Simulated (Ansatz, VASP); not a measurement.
# BeInCl3: VASP beside Ansatz, part 2 of 3

Aim: how closely do two programs agree when they are given the same cell, functional and k mesh? The cell is generated by rule, not measured, and may not be a known phase. The cell is taken from a series of runs on this material, whose earlier steps may have relaxed, scaled, displaced or heated it; both programs get it as it stands.

VASP 6.6.1 and Ansatz 0.2.0.

So far: Starting point; VASP: zone-centre phonons, PBEsol.

## Step 2: VASP: zone-centre phonons, PBEsol (continued)

Level of this step: PBEsol; plane waves and PAW (In_d, Be, Cl); invented cell (VASP).

Parts of OUTCAR (step 2):

```text
ion  position               nearest neighbor table
   1  0.000  0.000  0.000-   3 3.24   4 3.24   5 3.24   4 3.24   5 3.24   3 3.24   5 3.24   5 3.24
                             3 3.24   4 3.24   4 3.24   3 3.24
   2  0.500  0.500  0.500-   3 2.29   4 2.29   5 2.29   3 2.29   4 2.29   5 2.29
   3  0.500  0.500  0.000-   2 2.29   2 2.29   1 3.24   1 3.24   1 3.24   1 3.24
   4  0.500  0.000  0.500-   2 2.29   2 2.29   1 3.24   1 3.24   1 3.24   1 3.24
   5  0.000  0.500  0.500-   2 2.29   2 2.29   1 3.24   1 3.24   1 3.24   1 3.24

  LATTYP: Found a simple cubic cell.
 ALAT       =     4.5855702569

 Subroutine GETGRP returns: Found 48 space group operations
 (whereof 48 operations were pure point group operations)

The static configuration has the point symmetry O_h .

 Found     35 irreducible k-points:

   k-points           NKPTS =     35   k-points in BZ     NKDIM =     35   number of bands    NBANDS=     24

   dimension x,y,z NGX =    40 NGY =   40 NGZ =   40
   dimension x,y,z NGXF=    80 NGYF=   80 NGZF=   80

   ENCUT  =  600.0 eV  44.10 Ry    6.64 a.u.   9.16  9.16  9.16*2*pi/ulx,y,z

   NELECT =      36.0000    total number of electrons

 k-points in reciprocal lattice and weights: Automatic mesh
   0.00000000  0.00000000  0.00000000       0.002
   0.12500000  0.00000000  0.00000000       0.012
   0.25000000  0.00000000  0.00000000       0.012
   0.37500000  0.00000000  0.00000000       0.012
   0.50000000  0.00000000  0.00000000       0.006
   0.12500000  0.12500000  0.00000000       0.023
   0.25000000  0.12500000  0.00000000       0.047
   0.37500000  0.12500000  0.00000000       0.047
   0.50000000  0.12500000  0.00000000       0.023
[...]
0.50000000  0.50000000  0.37500000       0.012
   0.50000000  0.50000000  0.50000000       0.002

 average (electrostatic) potential at core
       1 -95.1282       2 -36.6884       3 -91.0327       4 -91.0327       5 -91.0327

  Total        0.0280494      0.0280494      0.0280494     -0.0000000     -0.0000000      0.0000000
  in kB        0.4660729      0.4660729      0.4660729     -0.0000000     -0.0000000      0.0000000
[...]
2     0.00000    -2.45481     0.00000
    3    -0.00000    -0.00000    -1.38374
 ion    5
    1    -2.45481    -0.00000     0.00000
    2    -0.00000    -1.38374     0.00000
    3     0.00000    -0.00000    -1.38374

 Eigenvectors and eigenvalues of the dynamical matrix
 ----------------------------------------------------

   1 f  =    6.630722 THz    41.662053 2PiTHz  221.177067 cm-1    27.422449 meV
             X         Y         Z           dx          dy          dz
      0.000000  0.000000  0.000000    -0.000470    0.000920   -0.009179
      2.292785  2.292785  2.292785    -0.009190    0.017979   -0.179379
      2.292785  2.292785  0.000000     0.022221   -0.043472   -0.760913
      2.292785  0.000000  2.292785     0.022221    0.076266    0.433727
      0.000000  2.292785  2.292785    -0.038983   -0.043472    0.433727

   2 f  =    6.630722 THz    41.662053 2PiTHz  221.177067 cm-1    27.422449 meV
             X         Y         Z           dx          dy          dz
      0.000000  0.000000  0.000000     0.003830   -0.008342   -0.001032
      2.292785  2.292785  2.292785     0.074840   -0.163023   -0.020174
      2.292785  2.292785  0.000000    -0.180959    0.394179   -0.085577
      2.292785  0.000000  2.292785    -0.180959   -0.691532    0.048779
      0.000000  2.292785  2.292785     0.317467    0.394179    0.048779

   3 f  =    6.630722 THz    41.662053 2PiTHz  221.177067 cm-1    27.422449 meV
             X         Y         Z           dx          dy          dz
      0.000000  0.000000  0.000000     0.008392    0.003858   -0.000043
      2.292785  2.292785  2.292785     0.164009    0.075398   -0.000846
      2.292785  2.292785  0.000000    -0.396564   -0.182306   -0.003587
      2.292785  0.000000  2.292785    -0.396564    0.319831    0.002044
      0.000000  2.292785  2.292785     0.695716   -0.182306    0.002044

   4 f  =    4.389039 THz    27.577144 2PiTHz  146.402577 cm-1    18.151598 meV
             X         Y         Z           dx          dy          dz
      0.000000  0.000000  0.000000     0.000000   -0.000000   -0.000000
      2.292785  2.292785  2.292785     0.000000   -0.000000    0.000000
      2.292785  2.292785  0.000000     0.161177   -0.688367    0.000000
      2.292785  0.000000  2.292785    -0.161177   -0.000000    0.013139
      0.000000  2.292785  2.292785     0.000000    0.688367   -0.013139

   5 f  =    4.389039 THz    27.577144 2PiTHz  146.402577 cm-1    18.151598 meV
             X         Y         Z           dx          dy          dz
      0.000000  0.000000  0.000000    -0.000000    0.000000    0.000000
      2.292785  2.292785  2.292785     0.000000   -0.000000    0.000000
      2.292785  2.292785  0.000000     0.013941    0.016754    0.000000
      2.292785  0.000000  2.292785    -0.013941   -0.000000    0.706771
      0.000000  2.292785  2.292785     0.000000   -0.016754   -0.706771

   6 f  =    4.389039 THz    27.577144 2PiTHz  146.402577 cm-1    18.151598 meV
             X         Y         Z           dx          dy          dz
      0.000000  0.000000  0.000000    -0.000000   -0.000000   -0.000000
      2.292785  2.292785  2.292785    -0.000000   -0.000000    0.000000
      2.292785  2.292785  0.000000    -0.688351   -0.160841   -0.000000
      2.292785  0.000000  2.292785     0.688351   -0.000000    0.017391
      0.000000  2.292785  2.292785    -0.000000    0.160841   -0.017391

   7 f  =    1.864569 THz    11.715433 2PiTHz   62.195331 cm-1     7.711235 meV
             X         Y         Z           dx          dy          dz
      0.000000  0.000000  0.000000     0.027587   -0.014176    0.701408
      2.292785  2.292785  2.292785    -0.008970    0.004609   -0.228051
      2.292785  2.292785  0.000000    -0.015186    0.007804   -0.394864
      2.292785  0.000000  2.292785    -0.015186    0.007981   -0.386103
      0.000000  2.292785  2.292785    -0.015531    0.007804   -0.386103

   8 f  =    1.864569 THz    11.715433 2PiTHz   62.195331 cm-1     7.711235 meV
             X         Y         Z           dx          dy          dz
      0.000000  0.000000  0.000000     0.435590    0.550601   -0.006004
      2.292785  2.292785  2.292785    -0.141624   -0.179018    0.001952
      2.292785  2.292785  0.000000    -0.239778   -0.303088    0.003380
      2.292785  0.000000  2.292785    -0.239778   -0.309965    0.003305
      0.000000  2.292785  2.292785    -0.245219   -0.303088    0.003305

   9 f  =    1.864569 THz    11.715433 2PiTHz   62.195331 cm-1     7.711235 meV
             X         Y         Z           dx          dy          dz
      0.000000  0.000000  0.000000     0.549942   -0.435400   -0.030430
      2.292785  2.292785  2.292785    -0.178804    0.141563    0.009894
      2.292785  2.292785  0.000000    -0.302725    0.239674    0.017131
      2.292785  0.000000  2.292785    -0.302725    0.245112    0.016751
      0.000000  2.292785  2.292785    -0.309594    0.239674    0.016751

  10 f/i=    0.013543 THz     0.085092 2PiTHz    0.451739 cm-1     0.056008 meV
             X         Y         Z           dx          dy          dz
      0.000000  0.000000  0.000000    -0.676266    0.221521   -0.013256
      2.292785  2.292785  2.292785    -0.186851    0.061206   -0.003663
      2.292785  2.292785  0.000000    -0.370057    0.121218   -0.007246
      2.292785  0.000000  2.292785    -0.370057    0.121089   -0.007254
      0.000000  2.292785  2.292785    -0.369664    0.121218   -0.007254

  11 f/i=    0.013543 THz     0.085092 2PiTHz    0.451739 cm-1     0.056008 meV
             X         Y         Z           dx          dy          dz
      0.000000  0.000000  0.000000    -0.029675   -0.132403   -0.698693
      2.292785  2.292785  2.292785    -0.008199   -0.036583   -0.193048
      2.292785  2.292785  0.000000    -0.016238   -0.072452   -0.381924
      2.292785  0.000000  2.292785    -0.016238   -0.072375   -0.382329
      0.000000  2.292785  2.292785    -0.016221   -0.072452   -0.382329

  12 f/i=    0.013543 THz     0.085092 2PiTHz    0.451739 cm-1     0.056008 meV
             X         Y         Z           dx          dy          dz
      0.000000  0.000000  0.000000     0.219925    0.663311   -0.135038
      2.292785  2.292785  2.292785     0.060765    0.183272   -0.037311
      2.292785  2.292785  0.000000     0.120344    0.362968   -0.073815
      2.292785  0.000000  2.292785     0.120344    0.362583   -0.073894
      0.000000  2.292785  2.292785     0.120216    0.362968   -0.073894

  13 f/i=    8.533260 THz    53.616057 2PiTHz  284.638931 cm-1    35.290714 meV
             X         Y         Z           dx          dy          dz
      0.000000  0.000000  0.000000    -0.008390    0.018047   -0.000000
      2.292785  2.292785  2.292785    -0.394701    0.849026    0.000000
      2.292785  2.292785  0.000000     0.038733   -0.083318    0.000000
      2.292785  0.000000  2.292785     0.038733   -0.295353    0.000000
      0.000000  2.292785  2.292785     0.137305   -0.083318   -0.000000

  14 f/i=    8.533260 THz    53.616057 2PiTHz  284.638931 cm-1    35.290714 meV
             X         Y         Z           dx          dy          dz
      0.000000  0.000000  0.000000    -0.000000   -0.000000   -0.019902
      2.292785  2.292785  2.292785    -0.000000   -0.000000   -0.936287
      2.292785  2.292785  0.000000     0.000000    0.000000    0.325708
      2.292785  0.000000  2.292785     0.000000    0.000000    0.091881
      0.000000  2.292785  2.292785     0.000000    0.000000    0.091881

  15 f/i=    8.533260 THz    53.616057 2PiTHz  284.638931 cm-1    35.290714 meV
             X         Y         Z           dx          dy          dz
      0.000000  0.000000  0.000000    -0.018047   -0.008390   -0.000000
      2.292785  2.292785  2.292785    -0.849026   -0.394701    0.000000
      2.292785  2.292785  0.000000     0.083318    0.038733   -0.000000
      2.292785  0.000000  2.292785     0.083318    0.137305   -0.000000
      0.000000  2.292785  2.292785     0.295353    0.038733   -0.000000

 MACROSCOPIC STATIC DIELECTRIC TENSOR IONIC CONTRIBUTION
 ------------------------------------------------------
          12.872055     0.000000     0.000000
           0.000000    12.872055    -0.000000
           0.000000    -0.000000    12.872055
 ------------------------------------------------------

 ELASTIC MODULI CONTR FROM IONIC RELAXATION (kBar)
 Direction    XX          YY          ZZ          XY          YZ          ZX
 --------------------------------------------------------------------------------
 XX           0.0000      0.0000      0.0000      0.0000      0.0000      0.0000
 YY           0.0000      0.0000      0.0000      0.0000      0.0000      0.0000
 ZZ           0.0000      0.0000      0.0000      0.0000      0.0000      0.0000
 XY           0.0000      0.0000      0.0000      0.0000      0.0000      0.0000
 YZ           0.0000      0.0000      0.0000      0.0000      0.0000      0.0000
 ZX           0.0000      0.0000      0.0000      0.0000      0.0000      0.0000
 --------------------------------------------------------------------------------

 PIEZOELECTRIC TENSOR IONIC CONTR  for field in x, y, z        (C/m^2)
          XX          YY          ZZ          XY          YZ          ZX
  --------------------------------------------------------------------------------
  x     0.00000     0.00000     0.00000     0.00000     0.00000     0.00000
  y     0.00000     0.00000     0.00000     0.00000     0.00000     0.00000
  z     0.00000     0.00000     0.00000     0.00000     0.00000     0.00000
```

With imaginary modes the cell is no minimum, so the ionic parts of its dielectric, piezoelectric and elastic tensors have no meaning.

(Part 2 of 3 ends here.)

[Lines on the potential files, build, host, timing and source positions are cut from VASP's logs without a mark.]

[Logs are printed without paths, hosts, clocks, repeated set-up lines and the standing remarks that a program may print on its own settings, such as how far it seeks lower states.]

[Hosts, paths, dates, database ids (printed as entryN), source tags and the programs' standing remarks are cut or masked in the printed files.]
